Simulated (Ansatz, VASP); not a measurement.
# Two plane-wave programs on Pt3Rh

File INCAR:

```
  PREC = Accurate
  ENCUT = 520
  EDIFF = 1E-6
  ISMEAR = 1
  SIGMA = 0.025
  LREAL = F
  LASPH = T
  NELM = 100
  ALGO = Normal
  ISIF = 2
  LWAVE = F
  LCHARG = F
  GGA = CA
  NBANDS = 30
```

KPOINTS

```
regular mesh
0
Gamma
  6 6 6
```

File POSCAR:

```
Pt3Rh
1.0
    3.9098689900      0.0000000000      0.0000000000
    0.0000000000      3.9098689900      0.0000000000
    0.0000000000      0.0000000000      3.9098689900
Rh Pt
1 3
Direct
    0.5000000000      0.5000000000      0.5000000000
    0.5000000000      0.0000000000      0.0000000000
    0.0000000000      0.5000000000      0.0000000000
    0.0000000000      0.0000000000      0.5000000000
```

Input for Ansatz:

```yaml
crystal:
  lattice:
    - [3.90986899, 0.0, 0.0]
    - [0.0, 3.90986899, 0.0]
    - [0.0, 0.0, 3.90986899]
  atoms:
    - { symbol: Rh, position: [0.5, 0.5, 0.5] }
    - { symbol: Pt, position: [0.5, 0.0, 0.0] }
    - { symbol: Pt, position: [0.0, 0.5, 0.0] }
    - { symbol: Pt, position: [0.0, 0.0, 0.5] }
kpoints:
  mp_grid:
    grid: [6, 6, 6]
    shift: [0.0, 0.0, 0.0]
hamiltonian:
  xc: lda
scf:
  occupations:
    method: methfessel_paxton
    width: 0.025
output:
  forces: true
  stress: true
```

The cell comes from a database or a generator and needn't be the stable form of this composition.

Alike in both runs: task single point; functional LDA; k mesh 6 × 6 × 6; occupations methfessel-paxton of order 1, width 0.025 eV; no spin polarisation.

|  | VASP | Ansatz |
| --- | --- | --- |
| version | VASP 6.6.1 | Ansatz 0.2.0 |
| potentials or method | VASP PAW LDA potentials, release 64 (Rh_pv, Pt) | plane waves, PAW |
| plane-wave cutoff (eV) | 520 | 420 |
| valence electrons in the cell | 45 | 71 |

Ansatz gave:

* pressure (GPa): -10.9

**Question.** What did VASP give for the same quantities?

**Answer.** Pressure (GPa): -10.3.

The two sets of potentials don't hold the same shells in valence.

The runs have no spin-orbit coupling, so splittings on Pt are missing.
